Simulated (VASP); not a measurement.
Output of a VASP run:

### OSZICAR
```
       N       E                     dE             d eps       ncg     rms          rms(c)
DAV:   1     0.976834740284E+02    0.97683E+02   -0.10891E+04  2688   0.262E+03
DAV:   2    -0.674474196601E+01   -0.10443E+03   -0.10216E+03  2611   0.353E+02
DAV:   3    -0.113918767532E+02   -0.46471E+01   -0.46294E+01  2926   0.802E+01
DAV:   4    -0.114594175996E+02   -0.67541E-01   -0.67529E-01  3399   0.903E+00
DAV:   5    -0.114612611576E+02   -0.18436E-02   -0.18435E-02  3128   0.126E+00    0.952E+00
DAV:   6    -0.125060212985E+02   -0.10448E+01   -0.22537E+01  2858   0.632E+01    0.115E+01
DAV:   7    -0.105006491748E+02    0.20054E+01   -0.93318E+00  2611   0.468E+01    0.176E+00
DAV:   8    -0.104840995166E+02    0.16550E-01   -0.24678E-01  3055   0.555E+00    0.626E-01
DAV:   9    -0.104783432530E+02    0.57563E-02   -0.18232E-02  3488   0.214E+00    0.129E-01
DAV:  10    -0.104780736537E+02    0.26960E-03   -0.59586E-04  3298   0.364E-01    0.622E-02
DAV:  11    -0.104780654081E+02    0.82456E-05   -0.53062E-05  3638   0.129E-01    0.114E-02
DAV:  12    -0.104780646815E+02    0.72662E-06   -0.26029E-06  3268   0.278E-02    0.245E-03
DAV:  13    -0.104780645683E+02    0.11312E-06   -0.29075E-07  2309   0.880E-03    0.136E-03
DAV:  14    -0.104780645114E+02    0.56932E-07   -0.10743E-07  1547   0.616E-03
   1 F= -.10478065E+02 E0= -.10478361E+02  d E =0.889648E-03
```

**OUTCAR**
```
------------------------ aborting loop because EDIFF is reached ----------------------------------------
  FORCE on cell =-STRESS in cart. coord.  units (eV):
  Direction    XX          YY          ZZ          XY          YZ          ZX
  --------------------------------------------------------------------------------------
  Total        0.0013731      0.0013731      0.0013731      0.0000000      0.0000000      0.0000000
  in kB        0.0918610      0.0918610      0.0918610      0.0000000      0.0000000      0.0000000
  external PRESSURE =       0.0918610 kB  Pullay stress =       0.0000000 kB
  volume of cell :       23.95
      direct lattice vectors                 reciprocal lattice vectors
     2.882449139  0.000000000  0.000000000     0.346927197  0.000000000  0.000000000
     0.000000000  2.882449139  0.000000000     0.000000000  0.346927197  0.000000000
     0.000000000  0.000000000  2.882449139     0.000000000  0.000000000  0.346927197
 POSITION                                       TOTAL-FORCE (eV/Angst)
 -----------------------------------------------------------------------------------
      1.44122      1.44122      1.44122         0.000000      0.000000      0.000000
      0.00000      0.00000      0.00000         0.000000      0.000000      0.000000
 -----------------------------------------------------------------------------------
    total drift:                                0.000000      0.000000     -0.000000
  FREE ENERGIE OF THE ION-ELECTRON SYSTEM (eV)
  ---------------------------------------------------
  free  energy   TOTEN  =       -10.4780645114 eV

  energy  without entropy=      -10.4789541596  energy(sigma->0) =      -10.47836106
```
(Selected blocks of OUTCAR.)

**POSCAR**
```
CoGa
1
    2.8824491393     0.0000000000     0.0000000000
    0.0000000000     2.8824491393     0.0000000000
    0.0000000000     0.0000000000     2.8824491393
Ga Co
1 1
Direct
  0.5000000000   0.5000000000   0.5000000000
  0.0000000000   0.0000000000   0.0000000000
```

### Question
Write an INCAR and KPOINTS that could have produced this output.

### Answer
One answer among several that fit: the input of the run itself, PBE GGA, plane waves, VASP's PBE PAW potentials (set 64).

File KPOINTS:
```
Automatic mesh
0
Gamma
13 13 13
0 0 0
```

**INCAR**
```
SYSTEM=CoGa
PREC=Accurate; ENCUT=520; LREAL=.False.
LASPH=.True.
EDIFF=1E-7; NELM=100; ALGO=Normal
LMAXMIX=4
ISMEAR=1; SIGMA=0.1
GGA=PE
ISIF=2
LWAVE=.False.; LCHARG=.False.
```

POTCAR, in this order: Ga_d Co (PBE.64 set). Program: vasp_std.

The compound is CoGa in the CsCl type structure. It was relaxed first. The run is not spin-polarised, so no magnetic state was tried.
